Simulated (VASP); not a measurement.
Consider the following.

```
CELL_PARAMETERS angstrom
      0.00000     2.68903     2.68903
      2.68903     0.00000     2.68903
      2.68903     2.68903     0.00000
ATOMIC_POSITIONS crystal
  Si 0.25000 0.25000 0.25000
  Si 0.75000 0.75000 0.75000
  Ni 0.00000 0.00000 0.00000
```

Level of theory: r2SCAN+rVV10, VASP's PBE PAW potentials (set 64) (plane waves; VASP). Settings: 520 eV cut-off, 11×11×11 Γ-centred mesh, tetrahedra with Blöchl corrections, potentials Si Ni.

Problem. Tabulate the total density of states (states/eV per cell) against energy (eV; zero at the valence-band maximum or, without a gap, the Fermi level).

Solution. 
```
E (eV) | DOS (states/eV)
    -9.98 | ## 0.55
    -9.86 | ## 0.56
    -9.62 | #### 1.02
    -9.50 | #### 0.98
    -9.26 | ### 0.70
    -9.14 | ### 0.69
    -8.90 | ### 0.64
    -8.78 | ### 0.66
    -8.66 | ### 0.71
    -8.42 | ### 0.68
    -8.30 | ### 0.64
    -8.06 | #### 0.87
    -7.94 | ### 0.81
    -7.82 | ### 0.80
    -7.58 | ### 0.80
    -7.46 | ### 0.74
    -7.22 | ### 0.72
    -7.10 | ### 0.73
    -6.86 | #### 0.89
    -6.74 | #### 0.91
    -6.62 | #### 0.94
    -6.38 | #### 1.06
    -6.26 | ##### 1.10
    -6.02 | ###### 1.37
    -5.90 | ###### 1.56
    -5.78 | ######## 1.91
    -5.54 | ############## 3.46
    -5.42 | ############### 3.58
    -5.18 | ############## 3.41
    -5.06 | ######## 1.93
    -4.82 | ######## 1.89
    -4.70 | ########### 2.55
    -4.58 | ############ 2.95
    -4.34 | ######## 1.84
    -4.22 | ######### 2.14
    -3.98 | #################### 4.74
    -3.86 | ############################## 7.24
    -3.74 | ############################# 6.95
    -3.50 | ############# 3.11
    -3.38 | ############ 2.81
    -3.14 | ######### 2.24
    -3.02 | ######## 2.01
    -2.78 | ########## 2.41
    -2.66 | ######### 2.28
    -2.54 | ######## 2.05
    -2.30 | ####### 1.64
    -2.18 | ###### 1.51
    -1.94 | ##### 1.29
    -1.82 | ##### 1.19
    -1.70 | #### 1.00
    -1.46 | ### 0.76
    -1.34 | ### 0.68
    -1.10 | ## 0.52
    -0.98 | ## 0.47
    -0.74 | ## 0.40
    -0.62 | # 0.36
    -0.50 | # 0.34
    -0.26 | ### 0.64
    -0.14 | ### 0.74
     0.10 | ### 0.83
     0.22 | #### 0.88
     0.34 | #### 0.93
     0.58 | #### 1.05
     0.70 | ##### 1.11
     0.94 | ###### 1.39
     1.06 | ####### 1.81
     1.30 | ###### 1.52
     1.42 | ##### 1.22
     1.54 | #### 0.88
     1.78 | ## 0.41
     1.90 | # 0.31
     2.14 | ##### 1.11
     2.26 | ###### 1.47
     2.38 | ####### 1.80
     2.62 | ######### 2.14
     2.74 | ######### 2.07
     2.98 | ####### 1.57
     3.10 | ##### 1.29
     3.34 | #### 1.07
     3.46 | #### 0.87
```
Within 2 eV below the Fermi level the largest weight inside VASP's projection spheres is Ni d, then Si p.

The compound is NiSi2 in the fluorite structure. It was relaxed first. The run is not spin-polarised, so no magnetic state was tried.
